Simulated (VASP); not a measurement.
VASP runs on AgCl (rock salt) share one base input (PBE GGA, plane waves, VASP's PBE PAW potentials (set 64)) and change the settings named in each case.

**INCAR**
```
SYSTEM=AgCl
PREC=Accurate; ENCUT=400; LREAL=.False.
LASPH=.True.
EDIFF=1E-6; NELM=100; ALGO=Normal
LMAXMIX=4
ISMEAR=0; SIGMA=0.05
GGA=PE
ISIF=2
LWAVE=.False.; LCHARG=.False.
```

**POSCAR**
```
AgCl
1.0
  0.0000000000   2.8305000000   2.8305000000
  2.8305000000   0.0000000000   2.8305000000
  2.8305000000   2.8305000000   0.0000000000
Ag Cl
1 1
direct
  0.0000000000   0.0000000000   0.0000000000
  0.5000000000   0.5000000000   0.5000000000
```

**KPOINTS**
```
Automatic mesh
0
Gamma
7 7 7
0 0 0
```

POTCAR, in this order: Ag Cl (PBE.64 set). Program: vasp_std.

| change | E(σ→0) (eV/atom) | pressure (GPa) | plane waves |
|---|---|---|---|
| base run | -2.6983 | -1.31 | 869 |
| ENCUT = 200 | -2.6129 | -28.57 | 301 |
| ENCUT = 250 | -2.6982 | -3.79 | 418 |
| ENCUT = 375 | -2.6980 | -1.44 | 760 |
| ENCUT = 425 | -2.6984 | -1.21 | 914 |
| ENCUT = 500 | -2.6985 | -1.14 | 1173 |
| ENCUT = 575 | -2.6984 | -1.13 | 1430 |
| ENCUT = 675 | -2.6985 | -1.08 | 1829 |

Left out are runs that ran out of time, are held back, or changed the cell or the kind of run, fixed moments of cells without a moment, rows past the twelfth, gaps on odd meshes, pressures of charged cells and columns that move by less than the noise.

The compound is AgCl in the rock salt structure. The cell was not relaxed at this level.
